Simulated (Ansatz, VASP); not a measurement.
# Na6Zn4Si20O47 in two plane-wave programs, part 3 of 4

Wanted: the spread between two codes on one cell, functional and k mesh. Of the first pair: The structure shown is frame 100 of Ansatz's trajectory.

VASP 6.6.1 and Ansatz 0.2.0.

So far. Step 3 (VASP: single point, PBE, pair 1): The run ends at a pressure of -1.89 GPa, with forces up to 4.6 eV/Å.

## (6) VASP: single point, PBE, pair 2

Level of this step: PBE; plane waves and PAW (Si, Zn, Na_pv, O) (VASP).

The same cell, functional, mesh and smearing now go to VASP, with its own data sets.

INCAR

```
SYSTEM = Na6Zn4Si20O47
PREC = Accurate
ENCUT = 520
EDIFF = 1E-06
NELM = 120
ISMEAR = -1
SIGMA = 0.078
LREAL = Auto
ALGO = Normal
GGA = PE
NBANDS = 280
LORBIT = 11
LWAVE = .FALSE.
LCHARG = .FALSE.
ISIF = 2
LASPH = .TRUE.
GGA_COMPAT = .FALSE.
EFERMI = MIDGAP
NCORE = 2
```

POSCAR

```
Na6Zn4Si20O47
1.0
   10.1607400000      0.0000000000      0.0000000000
    0.0000000000     10.1607400000      0.0000000000
    0.0000000000      0.0000000000     10.1607400000
Si Zn Na O
20 4 6 47
Direct
    0.8132380122      0.2739859498      0.1215167399
    0.8163972309      0.9719272415      0.3937311652
    0.0028344392      0.1948283294      0.6910717133
    0.3542360104      0.5534341003      0.1241937103
    0.1429620284      0.6835328923      0.9207203412
    0.8303233820      0.7115131378      0.2924786974
    0.4703496005      0.3899519130      0.8919724351
    0.1038703874      0.7028621931      0.4421626771
    0.3444729419      0.8015065832      0.2653153215
    0.7232937758      0.1967277974      0.8432358273
    0.9758147536      0.8972181160      0.6174451861
    0.4225774894      0.5179642428      0.6029482105
    0.2061365609      0.2170806457      0.9295189130
    0.7900704083      0.7365802097      0.7699832886
    0.1976922941      0.9417227485      0.0598283196
    0.7249767241      0.5382678821      0.5279733563
    0.5762670829      0.9518302801      0.8419563929
    0.0325566839      0.1087223962      0.2554243096
    0.0051433262      0.4296734293      0.4741485364
    0.8625848117      0.5629314400      0.0119873159
    0.3070347238      0.3170930464      0.3669220943
    0.6292848749      0.2065400748      0.3948728144
    0.1063505217      0.3667646254      0.1668382421
    0.3692447597      0.7859368511      0.7740282696
    0.4722195431      0.1487096412      0.0869818537
    0.3258030419      0.0436385539      0.4830947352
    0.5453146129      0.9546489724      0.2114412927
    0.5872406931      0.8016640520      0.5008493476
    0.6358001484      0.7520318402      0.0692272413
    0.6166086328      0.4546125577      0.2287136567
    0.1029255743      0.8137104187      0.5514952651
    0.4843544860      0.4888423481      0.0259823596
    0.0192958387      0.4203532420      0.3147211719
    0.5828807744      0.9493993548      0.9963841216
    0.4532543890      0.9416341723      0.7467467921
    0.2000149595      0.7495221805      0.3135303137
    0.9597332478      0.2166672900      0.1485718560
    0.9468896950      0.0516694650      0.3678275401
    0.5850164457      0.4620135935      0.5380710460
    0.6886998388      0.8431177257      0.8036520962
    0.8545834260      0.8815204404      0.5161336674
    0.1179047983      0.5564063247      0.5128957143
    0.3564307324      0.2781982415      0.9358176668
    0.9921659249      0.0486972406      0.6312729191
    0.9605796428      0.6854618857      0.3694711212
    0.8211114545      0.6591941138      0.1415448087
    0.8021364586      0.4437964164      0.0800335409
    0.2481709009      0.6411639310      0.0412371540
    0.8061027051      0.6267260062      0.8868645394
    0.7062969823      0.2713286631      0.2324141746
    0.4130407825      0.6803146228      0.5888055398
    0.9420081608      0.7980422686      0.7470322043
    0.8684702098      0.2188423284      0.7722075361
    0.6319323199      0.0916271846      0.7830039938
    0.0461777390      0.2940533859      0.5663563874
    0.8460899501      0.4361001266      0.5155726847
    0.1732550976      0.1612087309      0.3204097339
    0.7466385322      0.6508679486      0.6407210498
    0.1085944528      0.3211773946      0.9877174300
    0.2893883713      0.4501542211      0.2196198308
    0.1416432268      0.1919643648      0.7865273592
    0.2121991115      0.6771554040      0.7894799001
    0.4189458642      0.8971492234      0.3653474058
    0.0755948878      0.9909317628      0.1635215545
    0.7808486390      0.1775461236      0.9907191799
    0.2426890167      0.0665305873      0.9857293859
    0.4177943732      0.4651629704      0.7659973585
    0.0206677860      0.5710509274      0.9870836179
    0.1113206322      0.8420351274      0.9608355297
    0.7015433915      0.0524961765      0.4622694804
    0.3410381527      0.3969199094      0.5360141092
    0.7212466809      0.6203583597      0.3753762029
    0.4423890386      0.6719786157      0.2051720642
    0.6193938630      0.3259506689      0.8577328029
    0.7697274017      0.8626832298      0.2804520143
    0.3290508368      0.8851520657      0.1212214858
    0.4684894998      0.2179959334      0.3194353955
```

KPOINTS

```
Automatic mesh
0
Gamma
1 1 1
0 0 0
```

Potentials, in the order of the species: Si, Zn, Na_pv and O (PBE family, release 64).

Command:

```sh
$ mpirun -np 8 vasp_gam
```

Numbers of over 12 decimals in the logs are rounded to 6 here.

Output:

```text
[... set-up lines as in an earlier step ...]
 entering main loop
       N       E                     dE             d eps       ncg     rms          rms(c)
DAV:   1     0.668950943904E+04    0.66895E+04   -0.23279E+05   568   0.183E+03
DAV:   2     0.518050186284E+03   -0.61715E+04   -0.58746E+04   624   0.506E+02
DAV:   3    -0.538045392669E+03   -0.10561E+04   -0.10292E+04   616   0.224E+02
DAV:   4    -0.612103476274E+03   -0.74058E+02   -0.73081E+02   672   0.657E+01
[...]
DAV:  18    -0.532247420454E+03   -0.22359E-05   -0.10658E-04   760   0.521E-02    0.123E-02
DAV:  19    -0.532247423030E+03   -0.25755E-05   -0.49056E-05   688   0.207E-02    0.862E-03
DAV:  20    -0.532247423148E+03   -0.11823E-06   -0.58885E-06   648   0.146E-02
   1 F= -.53224742E+03 E0= -.53224742E+03  d E =-.702694E-05
```

Parts of OUTCAR (step 6):

```text
  Total       12.0934653     17.6073449     13.1200284     -4.4337721     -1.2018139      2.4488725
  in kB       18.4707841     26.8923304     20.0386907     -6.7718594     -1.8355736      3.7402509
  external PRESSURE =      21.8006017 kB  Pullay stress =       0.0000000 kB

 POSITION                                       TOTAL-FORCE (eV/Angst)
 -----------------------------------------------------------------------------------
      8.26310      2.78390      1.23470        -0.139011      0.420118     -2.227581
      8.29520      9.87550      4.00060        -1.404203      0.458922      1.193578
      0.02880      1.97960      7.02180         2.989950      1.843403      0.350177
      3.59930      5.62330      1.26190         0.798981      1.037895     -1.485259
      1.45260      6.94520      9.35520        -2.332627     -0.604233      6.100895
      8.43670      7.22950      2.97180        -1.399099     -1.708732     -0.659131
      4.77910      3.96220      9.06310         0.261848     -0.652623     -0.094203
      1.05540      7.14160      4.49270         0.843637     -2.024431     -1.745323
      3.50010      8.14390      2.69580         0.060174     -0.838132      0.100405
      7.34920      1.99890      8.56790         1.490503      3.532836      1.351965
      9.91500      9.11640      6.27370         0.567641     -3.601840      0.349659
      4.29370      5.26290      6.12640         0.184926     -2.183605     -0.080718
      2.09450      2.20570      9.44460         0.088605     -0.229478     -1.033740
      8.02770      7.48420      7.82360         3.197172     -2.247217     -1.035504
[...]
-----------------------------------------------------------------------------------
    total drift:                                0.019992      0.005997     -0.036238

  FREE ENERGIE OF THE ION-ELECTRON SYSTEM (eV)
  ---------------------------------------------------
  free  energy   TOTEN  =      -532.2474231480 eV

  energy  without entropy=     -532.2474161211  energy(sigma->0) =     -532.24741963

[... 2 parts as in an earlier step ...]

[... 1 further part left out ...]
[key lines of the parts left out:]
E-fermi :   3.3946
```

The run ends at a pressure of 2.18 GPa, with forces up to 6.6 eV/Å.

## (7) Differences

What differs besides the data sets and the points named for the pairs above, as far as they apply: the data sets hold 464 valence electrons in Ansatz (on its default PAW (the set named soft_2) files) and 452 in VASP. Total energies have different zeros and are not compared.

Forces on 10 of the 77 atoms, those with the largest forces and the largest differences (eV/Å; atoms numbered as in POSCAR):

```csv
atom,"Ansatz x, y, z","VASP x, y, z"
Si5,"-2.268, -0.569, 6.036","-2.333, -0.604, 6.101"
Si10,"1.457, 3.486, 1.395","1.491, 3.533, 1.352"
Si13,"-0.002, -0.150, -1.011","0.089, -0.229, -1.034"
Si14,"3.212, -2.219, -1.044","3.197, -2.247, -1.036"
Si15,"-5.200, -1.044, 0.683","-5.239, -1.051, 0.678"
Si18,"4.496, 2.802, -1.205","4.463, 2.840, -1.212"
Si20,"4.309, 2.718, 1.830","4.278, 2.745, 1.844"
O35,"-1.462, -1.037, -0.186","-1.464, -0.932, -0.242"
O47,"-0.755, -6.373, 0.590","-0.757, -6.449, 0.605"
O77,"-1.410, -0.124, -0.326","-1.497, -0.144, -0.401"
```

The forces differ by 31 meV/Å r.m.s., which is 2.2 % of the r.m.s. force of 1.410 eV/Å (both taken over all components).

## (8) Ansatz: dynamics, PBE

One frame of this run of dynamics is then solved in both programs, so the motion causes no difference.

The structure compared here is frame 299 of Ansatz's trajectory.

input.yaml

```yaml
crystal:
  lattice:
    - [10.16074, 0.0, 0.0]
    - [0.0, 10.16074, 0.0]
    - [0.0, 0.0, 10.16074]
  atoms:
    - { symbol: Si, position: [0.81672, 0.2917, 0.12356] }
    - { symbol: Si, position: [0.80312, 0.99894, 0.42012] }
    - { symbol: Si, position: [0.00701, 0.20473, 0.70402] }
    - { symbol: Si, position: [0.36367, 0.54958, 0.12504] }
    - { symbol: Si, position: [0.15181, 0.69338, 0.94204] }
    - { symbol: Si, position: [0.8241, 0.73745, 0.29664] }
    - { symbol: Si, position: [0.48046, 0.4051, 0.87764] }
    - { symbol: Si, position: [0.10135, 0.71174, 0.44728] }
    - { symbol: Si, position: [0.36322, 0.79415, 0.29117] }
    - { symbol: Si, position: [0.72313, 0.21917, 0.8475] }
    - { symbol: Si, position: [0.96712, 0.89693, 0.64413] }
    - { symbol: Si, position: [0.42462, 0.50694, 0.59315] }
    - { symbol: Si, position: [0.22277, 0.2369, 0.92799] }
    - { symbol: Si, position: [0.76349, 0.732, 0.78521] }
    - { symbol: Si, position: [0.2023, 0.96014, 0.08186] }
    - { symbol: Si, position: [0.71611, 0.55956, 0.52785] }
    - { symbol: Si, position: [0.5512, 0.96589, 0.83525] }
    - { symbol: Si, position: [0.03489, 0.12087, 0.26704] }
    - { symbol: Si, position: [0.99475, 0.43326, 0.49156] }
    - { symbol: Si, position: [0.86821, 0.58525, 0.02575] }
    - { symbol: Zn, position: [0.30963, 0.30738, 0.36547] }
    - { symbol: Zn, position: [0.6187, 0.26255, 0.39152] }
    - { symbol: Zn, position: [0.12352, 0.37654, 0.2023] }
    - { symbol: Zn, position: [0.31331, 0.78639, 0.68429] }
    - { symbol: Na, position: [0.46838, 0.18326, 0.09609] }
    - { symbol: Na, position: [0.44322, 0.06351, 0.50216] }
    - { symbol: Na, position: [0.54781, 0.01696, 0.22831] }
    - { symbol: Na, position: [0.57191, 0.82682, 0.55709] }
    - { symbol: Na, position: [0.60286, 0.78958, 0.07547] }
    - { symbol: Na, position: [0.60836, 0.51342, 0.24544] }
    - { symbol: O, position: [0.08287, 0.82519, 0.56189] }
    - { symbol: O, position: [0.47028, 0.48244, 0.02137] }
    - { symbol: O, position: [0.99886, 0.42335, 0.33726] }
    - { symbol: O, position: [0.52074, 0.97947, 0.98578] }
    - { symbol: O, position: [0.43495, 0.92963, 0.73687] }
    - { symbol: O, position: [0.2291, 0.73961, 0.36048] }
    - { symbol: O, position: [0.94119, 0.20995, 0.17228] }
    - { symbol: O, position: [0.93858, 0.06889, 0.38006] }
    - { symbol: O, position: [0.58088, 0.4794, 0.52206] }
    - { symbol: O, position: [0.65501, 0.83953, 0.82122] }
    - { symbol: O, position: [0.8376, 0.90645, 0.54429] }
    - { symbol: O, position: [0.07812, 0.57056, 0.51453] }
    - { symbol: O, position: [0.37381, 0.28606, 0.89421] }
    - { symbol: O, position: [0.00103, 0.04581, 0.67594] }
    - { symbol: O, position: [0.97039, 0.73178, 0.35317] }
    - { symbol: O, position: [0.81404, 0.67193, 0.15338] }
    - { symbol: O, position: [0.85237, 0.43409, 0.05941] }
    - { symbol: O, position: [0.26014, 0.62566, 0.03897] }
    - { symbol: O, position: [0.77618, 0.63193, 0.9051] }
    - { symbol: O, position: [0.71244, 0.31916, 0.23542] }
    - { symbol: O, position: [0.40012, 0.65718, 0.57207] }
    - { symbol: O, position: [0.90261, 0.80716, 0.75786] }
    - { symbol: O, position: [0.86133, 0.23476, 0.77189] }
    - { symbol: O, position: [0.63885, 0.0955, 0.79342] }
    - { symbol: O, position: [0.02378, 0.30458, 0.58107] }
    - { symbol: O, position: [0.8414, 0.4693, 0.53144] }
    - { symbol: O, position: [0.15735, 0.20444, 0.30769] }
    - { symbol: O, position: [0.71931, 0.65577, 0.65325] }
    - { symbol: O, position: [0.16401, 0.34191, 0.02271] }
    - { symbol: O, position: [0.30613, 0.45227, 0.22886] }
    - { symbol: O, position: [0.12663, 0.22234, 0.80447] }
    - { symbol: O, position: [0.19873, 0.68668, 0.79788] }
    - { symbol: O, position: [0.46186, 0.86924, 0.37805] }
    - { symbol: O, position: [0.08447, 0.99726, 0.18275] }
    - { symbol: O, position: [0.75336, 0.20396, 0.004] }
    - { symbol: O, position: [0.23571, 0.09567, 0.00595] }
    - { symbol: O, position: [0.44592, 0.48749, 0.75131] }
    - { symbol: O, position: [0.01254, 0.63027, 0.98786] }
    - { symbol: O, position: [0.15302, 0.84907, 0.98354] }
    - { symbol: O, position: [0.69315, 0.09814, 0.44958] }
    - { symbol: O, position: [0.33919, 0.39881, 0.52994] }
    - { symbol: O, position: [0.73133, 0.65024, 0.39527] }
    - { symbol: O, position: [0.43743, 0.66946, 0.21081] }
    - { symbol: O, position: [0.62328, 0.34319, 0.85024] }
    - { symbol: O, position: [0.77266, 0.88897, 0.30182] }
    - { symbol: O, position: [0.31324, 0.89474, 0.17537] }
    - { symbol: O, position: [0.458, 0.2033, 0.31668] }
kpoints:
  mp_grid: { grid: [1, 1, 1] }
hamiltonian:
  xc: pbe
scf:
  occupations: { method: fermi_dirac, width: 0.078 }
output:
  forces: true
md:
  timestep: 1.0
  n_steps: 299
  ensemble: nvt_langevin
  temperature: 900
  initial_velocities: maxwell_boltzmann
  seed: 6148
```

Command:

```sh
$ ansatz run input.yaml --threads 4 --pin off --max-ram 8192MiB --backend cpu --events-out ev --progress --plain --runs-dir out
```

Output:

```text
[...]
Crystal: 77 atoms, lattice volume = 1049.001 Å³
Basis set: ecut = 420 eV, 20377 PW (Γ), exchange–correlation on 144×144×144 points (8 copies of the dense FFT grid, shifted against one another)
Bands: 309, of which v1, the nominal top of the filled ones, is band 232 counted from 1 (231 counted from 0)
Symmetry: 1 space group operations
k-points: 1
[...]
atom   7  Si     0.42717586     2.27586212    -1.49474675
  atom   8  Si    -1.19962260     0.64070861    -2.11097728
[...]
atom  74  O     -2.63264631     2.72579634     0.47018561
  atom  75  O     -0.07853626    -0.57142921     0.53635913
  atom  76  O      0.97224253    -1.22038298     0.45771571
  atom  77  O     -0.02178896     0.60760309     0.20447694
  max |Σ_I F_I| component: 1.65e-5 eV/Å
--- MD trajectory: 299 steps, t = 0.0 → 299.0 fs ---
[...]
[key lines of the parts left out:]
SCF converged after 9 iterations
Free energy (F): -61644.673119 eV
Fermi energy:    5.291331 eV
```

[end of part 3 of 4]

[Lines on the potential files, build, host, timing and source positions are cut from VASP's logs without a mark.]

[Logs are printed without paths, hosts, clocks, repeated set-up lines and the standing remarks that a program may print on its own settings, such as how far it seeks lower states.]

[Hosts, paths, dates, database ids (printed as entryN), source tags and the programs' standing remarks are cut or masked in the printed files.]
